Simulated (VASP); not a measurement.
# ScB (relaxed from the rock salt structure, space group Fm-3m): computed properties

Computed with PBEsol GGA, VASP's PBE PAW potentials (set 64) (plane waves; VASP 6.6.1).

| Item | Result |
|---|---|
| space group | Fm-3m (225) |
| cell | a = b = c = 4.8906 Å, α = β = γ = 90.00° |
| volume per atom | 14.62 Å^3/atom |
| band gap (over mesh and band path) | none (metal, semimetal or under 0.01 eV) |
| density | 3.17 g/cm³ |

```yaml
crystal:
  lattice:
    - [0.00000, 2.44531, 2.44531]
    - [2.44531, 0.00000, 2.44531]
    - [2.44531, 2.44531, 0.00000]
  atoms:
    - { symbol: Sc, position: [0.00000, 0.00000, 0.00000] }
    - { symbol: B, position: [0.50000, 0.50000, 0.50000] }
```

The structure was generated: ScB was put into the rock salt type (Fm-3m), which need not be its known phase. It was relaxed first, which changed the volume by -29 %. Symmetry was kept, so distortions that lower it aren't found.
